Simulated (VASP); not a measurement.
OSZICAR of a VASP run on Cu3Sn (space group Pmmn):

File OSZICAR:
```
       N       E                     dE             d eps       ncg     rms          rms(c)
DAV:   1     0.816630922979E+03    0.81663E+03   -0.28724E+04  2040   0.205E+03
DAV:   2     0.865267174007E+02   -0.73010E+03   -0.70985E+03  2016   0.522E+02
DAV:   3    -0.364841234514E+02   -0.12301E+03   -0.11781E+03  2120   0.225E+02
DAV:   4    -0.413714377173E+02   -0.48873E+01   -0.48473E+01  2328   0.597E+01
DAV:   5    -0.415508027379E+02   -0.17937E+00   -0.17931E+00  3016   0.105E+01    0.219E+01
DAV:   6    -0.392626740449E+02    0.22881E+01   -0.97139E+01  2528   0.129E+02    0.138E+01
DAV:   7    -0.345371906051E+02    0.47255E+01   -0.20668E+01  2256   0.642E+01    0.254E+00
DAV:   8    -0.345972713010E+02   -0.60081E-01   -0.20245E+00  2872   0.161E+01    0.243E+00
DAV:   9    -0.345369198419E+02    0.60351E-01   -0.31187E-01  2616   0.147E+01    0.136E+00
DAV:  10    -0.345063894741E+02    0.30530E-01   -0.13203E-01  2544   0.781E+00    0.373E-01
DAV:  11    -0.345083269987E+02   -0.19375E-02   -0.34431E-02  2416   0.150E+00    0.148E-01
DAV:  12    -0.345084825726E+02   -0.15557E-03   -0.21359E-03  2304   0.713E-01    0.180E-01
DAV:  13    -0.345078274544E+02    0.65512E-03   -0.18884E-03  2392   0.712E-01    0.222E-02
DAV:  14    -0.345078576005E+02   -0.30146E-04   -0.44774E-04  2904   0.178E-01    0.259E-02
DAV:  15    -0.345078501420E+02    0.74585E-05   -0.24622E-05  2224   0.564E-02    0.164E-02
DAV:  16    -0.345078484736E+02    0.16685E-05   -0.17618E-06  1496   0.169E-02    0.112E-02
DAV:  17    -0.345078456880E+02    0.27855E-05   -0.95848E-06  2232   0.387E-02    0.177E-03
DAV:  18    -0.345078457714E+02   -0.83402E-07   -0.11350E-06  1304   0.111E-02
   1 F= -.34507846E+02 E0= -.34471116E+02  d E =-.734593E-01
```

Task: Which electronic solver shows in the log?

Result: It is blocked Davidson (ALGO = Normal, or the opening steps of other solvers). The INCAR had ALGO = Normal.

Task: Can the final energy be trusted as converged?

Result: The calculation finished and met its thresholds. It stopped with EDIFF = 1E-6, NELM = 100 (PBEsol GGA, plane waves, VASP's PBE PAW potentials (set 64)).

The structure comes from a computed database's Cu3Sn entry (Pmmn); how it stands against other phases isn't given here. The cell was not relaxed at this level. The k-mesh is coarse (spacing up to 0.39 per Å, 2π included), so the numbers may not be converged in it.
